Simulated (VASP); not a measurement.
```xyz
2
Lattice="2.8300 0.0000 0.0000 0.0000 2.8300 0.0000 0.0000 0.0000 4.0700" Properties=species:S:1:pos:R:3 pbc="T T T"
Ti     0.0000     0.0000     0.0000
Al     1.4150     1.4150     2.0350
```

Method: PBE GGA, VASP's PBE PAW potentials (set 64) (plane waves; VASP). Settings: 400 eV cut-off, 12×12×8 Γ-centred mesh, Gaussian smearing of 0.50 eV, potentials Ti_sv Al.

**Question.** What does the run give for the energy per atom (σ→0), band gap (on the k-mesh) with the smallest direct gap where there is one?

**Answer.** 
| Property | Value |
|---|---|
| band gap (on the k-mesh) | none (metal, semimetal or under 0.01 eV) |
| energy per atom (σ→0) | -6.195 eV/atom |

The compound is TiAl in the L1_0 structure. The cell was not relaxed at this level. The run is one of a series of settings (ISMEAR = 0, SIGMA = 0.5 against the base run), some of them coarse on purpose. The electron count is odd and the run is not spin-polarised, which forces a metal.
